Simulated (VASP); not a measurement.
Consider the following.

```yaml
crystal:
  lattice:
    - [3.61982, 0.00000, 0.00000]
    - [-1.80991, 3.13485, 0.00000]
    - [0.00000, 0.00000, 5.88987]
  atoms:
    - { symbol: Pr, position: [0.33333, 0.66667, 0.00000] }
    - { symbol: Pm, position: [0.66667, 0.33333, 0.50000] }
```

The numbers are results of PBEsol GGA, VASP's PBE PAW potentials (set 64) (plane waves; VASP), not measurements. Numerical set-up: 400 eV cut-off, 11×11×6 Γ-centred mesh, first-order Methfessel-Paxton smearing of 0.10 eV, potentials Pr_3 Pm_3.

The 4f electrons are frozen in the core of the lanthanide potential, so 4f levels, which can set the real gap, and their magnetism are missing.

### Question
Predict the energy per atom (σ→0), band gap (on the k-mesh) with the smallest direct gap where there is one.

### Answer

```json
{
  "band gap (on the k-mesh)": "none (metal, semimetal or under 0.01 eV)",
  "energy per atom (σ→0)": "-5.127 eV/atom"
}
```

Only differences to runs with the same potentials and settings are physical.

The structure comes from a computed database's PmPr entry (P-6m2); how it stands against other phases isn't given here. It was relaxed first, which changed the volume by -7 %. The start is the result of an earlier pass.
